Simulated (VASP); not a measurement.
```xyz
1
Lattice="0.0000 1.8050 1.8050 1.8050 0.0000 1.8050 1.8050 1.8050 0.0000" Properties=species:S:1:pos:R:3 pbc="T T T"
Cu     0.0000     0.0000     0.0000
```

Method: vdW-DF-cx, VASP's PBE PAW potentials (set 64) (plane waves; VASP). Numerical set-up: 520 eV cut-off, 16×16×16 Γ-centred mesh, first-order Methfessel-Paxton smearing of 0.10 eV, potentials Cu.

Energy and stress use the plane-wave basis of the starting cell.

Task: The ions, cell shape and volume are relaxed. What does this cell relax into?

Result: 
```xyz
1
Lattice="0.0000 1.7907 1.7907 1.7907 0.0000 1.7907 1.7907 1.7907 0.0000" Properties=species:S:1:pos:R:3 pbc="T T T"
Cu     0.0000     0.0000     0.0000
```
Space group Fm-3m (225), at a tolerance of 0.03 Å.

Task: How do energy and volume change from the first to the last step?

Result: The energy (σ→0) changes by -3.2 meV/atom and the volume by -2.4 %, in 3 ionic steps.

The compound is Cu in the fcc structure. This run relaxes it. Symmetry was kept, so distortions that lower it aren't found.
